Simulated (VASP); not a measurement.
The system is Pd.

```
Pd
1.0
     0.00000    1.95865    1.95865
     1.95865    0.00000    1.95865
     1.95865    1.95865    0.00000
Pd
1
Direct
  0.00000 0.00000 0.00000
```

```yaml
Program: VASP 6.6.1
Task: relaxation of cell and atoms
Functional: r2SCAN
Dispersion: rVV10
Potentials_or_basis: VASP PAW PBE potentials, release 64 (Pd)
Cutoff: 600 eV
k_mesh: 18 × 18 × 18
Occupations: gaussian, width 0.1 eV
Spin: no spin polarisation
```

At the start: pressure -2.9 GPa; volume 15.03 Å³/atom.

Q: Where does the relaxation end?

A: Over 3 steps the energy falls by 2.2 meV/atom and the volume is 14.80 Å³/atom (-1.5 %); space group Fm-3m (No. 225, to 0.05 Å).

The path:
```csv
step,energy change (eV),largest force (eV/Å),pressure (GPa),volume (Å³)
1,0.0000,0.0000,-2.94,15.03
2,0.0035,0.0000,5.20,14.44
3,-0.0022,0.0000,0.00,14.80
```

Final structure:
```cif
data_structure
_symmetry_space_group_name_H-M 'P 1'
_symmetry_Int_Tables_number 1
_cell_length_a 2.7556
_cell_length_b 2.7556
_cell_length_c 2.7556
_cell_angle_alpha 60.000
_cell_angle_beta 60.000
_cell_angle_gamma 60.000
_cell_volume 14.80
loop_
_atom_site_label
_atom_site_type_symbol
_atom_site_fract_x
_atom_site_fract_y
_atom_site_fract_z
_atom_site_occupancy
Pd1 Pd 0.00000 0.00000 0.00000 1
```

Caveat: the PAW data sets were made with another functional, which shifts forces and pressure a little.
